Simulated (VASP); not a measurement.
These are LDA (Ceperley-Alder, Perdew-Zunger), VASP's LDA PAW potentials (set 64) (plane waves; VASP) values and carry that method's errors.

VASP input:

### POSCAR
```
PbO
1.0
  3.9433939751   0.0000000000   0.0000000000
  0.0000000000   3.9433939751   0.0000000000
  0.0000000000   0.0000000000   4.8847136635
Pb O
2 2
direct
  0.5000000000   0.0000000000   0.7580621780
  0.0000000000   0.5000000000   0.2419378220
  0.5000000000   0.5000000000   0.0000000000
  0.0000000000   0.0000000000   0.0000000000
```

**KPOINTS**
```
Automatic mesh
0
Gamma
6 6 5
0 0 0
```

**INCAR**
```
SYSTEM  =  PbO
PREC  =  Accurate; ENCUT  =  620; LREAL  =  .FALSE.
LASPH  =  .TRUE.
EDIFF  =  1E-6; NELM  =  100; ALGO  =  Normal
LMAXMIX  =  4
ISMEAR  =  0; SIGMA  =  0.05
IBRION  =  2; NSW  =  40; ISIF  =  3
EDIFFG  =  -0.02
LWAVE  =  .FALSE.; LCHARG  =  .FALSE.
```

POTCAR, in this order: Pb_d O (LDA.64 set). Program: vasp_std.

The run wrote:

### OSZICAR
```
       N       E                     dE             d eps       ncg     rms          rms(c)
DAV:   1     0.474146481138E+03    0.47415E+03   -0.22464E+04  1440   0.227E+03
DAV:   2     0.347218809149E+02   -0.43942E+03   -0.43091E+03  1512   0.532E+02
DAV:   3    -0.266314910122E+02   -0.61353E+02   -0.60264E+02  2008   0.205E+02
DAV:   4    -0.286850800876E+02   -0.20536E+01   -0.20524E+01  1584   0.407E+01
DAV:   5    -0.287501983440E+02   -0.65118E-01   -0.65107E-01  2040   0.723E+00    0.119E+01
DAV:   6    -0.246700529013E+02    0.40801E+01   -0.32236E+01  2304   0.464E+01    0.520E+00
DAV:   7    -0.244694437308E+02    0.20061E+00   -0.30643E+00  1840   0.136E+01    0.244E+00
DAV:   8    -0.244415802749E+02    0.27863E-01   -0.85831E-01  1928   0.668E+00    0.124E+00
DAV:   9    -0.244081760813E+02    0.33404E-01   -0.17339E-01  2248   0.380E+00    0.233E-01
DAV:  10    -0.244095999067E+02   -0.14238E-02   -0.17068E-02  1568   0.798E-01    0.498E-02
DAV:  11    -0.244096206238E+02   -0.20717E-04   -0.15206E-03  2592   0.316E-01    0.717E-02
DAV:  12    -0.244095638989E+02    0.56725E-04   -0.15584E-04  2056   0.143E-01    0.444E-02
DAV:  13    -0.244095418541E+02    0.22045E-04   -0.11584E-04  2264   0.940E-02    0.903E-03
DAV:  14    -0.244095420019E+02   -0.14777E-06   -0.83883E-06  1656   0.222E-02
   1 F= -.24409542E+02 E0= -.24409542E+02  d E =-.244095E+02
```

**OUTCAR**
```
------------------------ aborting loop because EDIFF is reached ----------------------------------------
  FORCE on cell =-STRESS in cart. coord.  units (eV):
  Direction    XX          YY          ZZ          XY          YZ          ZX
  --------------------------------------------------------------------------------------
  Total        0.0216429      0.0216429     -0.0306620      0.0000000      0.0000000      0.0000000
  in kB        0.4565070      0.4565070     -0.6467429      0.0000000      0.0000000      0.0000000
  external PRESSURE =       0.0887570 kB  Pullay stress =       0.0000000 kB
  volume of cell :       75.96
      direct lattice vectors                 reciprocal lattice vectors
     3.943393975  0.000000000  0.000000000     0.253588662  0.000000000  0.000000000
     0.000000000  3.943393975  0.000000000     0.000000000  0.253588662  0.000000000
     0.000000000  0.000000000  4.884713664     0.000000000  0.000000000  0.204720290
 POSITION                                       TOTAL-FORCE (eV/Angst)
 -----------------------------------------------------------------------------------
      1.97170      0.00000      3.70292        -0.000000      0.000000     -0.006157
      0.00000      1.97170      1.18180        -0.000000      0.000000      0.006157
      1.97170      1.97170      0.00000         0.000000      0.000000      0.000000
      0.00000      0.00000      0.00000         0.000000     -0.000000      0.000000
 -----------------------------------------------------------------------------------
    total drift:                                0.000000     -0.000000     -0.000000
  FREE ENERGIE OF THE ION-ELECTRON SYSTEM (eV)
  ---------------------------------------------------
  free  energy   TOTEN  =       -24.4095420019 eV

  energy  without entropy=      -24.4095420019  energy(sigma->0) =      -24.40954200

 reached required accuracy - stopping structural energy minimisation
```
(Selected blocks of OUTCAR.)

File OUTCAR:
```
 val. band max:        5.3134488605   @ k =   0.0000   0.0000   0.0000

 cond. band min:       6.3370420720   @ k =   0.5000   0.5000   0.0000


 Fermi energy:         5.5235736246

 k-point     1 :       0.0000    0.0000    0.0000
  band No.  band energies     occupation
      1     -13.0830      2.00000
      2     -12.5016      2.00000
      3     -10.7012      2.00000
      4     -10.7012      2.00000
      5     -10.6253      2.00000
      6     -10.6067      2.00000
      7     -10.5123      2.00000
      8     -10.4303      2.00000
      9     -10.4303      2.00000
     10     -10.4244      2.00000
     11     -10.3910      2.00000
     12      -8.8906      2.00000
     13      -1.9659      2.00000
     14      -1.4999      2.00000
     15       0.8024      2.00000
     16       0.8024      2.00000
     17       3.5004      2.00000
     18       3.5341      2.00000
     19       3.5341      2.00000
     20       5.3134      2.00000
     21       7.8130      0.00000
     22      10.8788      0.00000
     23      10.8788      0.00000
     24      10.9338      0.00000

 k-point     2 :       0.1667    0.0000    0.0000
  band No.  band energies     occupation
      1     -13.0173      2.00000
      2     -12.5210      2.00000
      3     -10.6847      2.00000
      4     -10.6840      2.00000
      5     -10.6009      2.00000
      6     -10.5889      2.00000
      7     -10.5200      2.00000
      8     -10.4429      2.00000
      9     -10.4406      2.00000
     10     -10.4061      2.00000
     11     -10.3452      2.00000
     12      -8.9751      2.00000
     13      -2.1044      2.00000
     14      -1.4800      2.00000
     15       0.9224      2.00000
     16       0.9780      2.00000
     17       2.9449      2.00000
     18       3.3404      2.00000
     19       3.4430      2.00000
     20       5.3119      2.00000
     21       8.5093      0.00000
     22       9.3839      0.00000
     23      11.0295      0.00000
     24      11.2575      0.00000
...
```

Unless said otherwise, spin-orbit coupling is left out, though it shifts the bands of the heavy elements here.

The compound is PbO in the litharge structure. It was relaxed first.
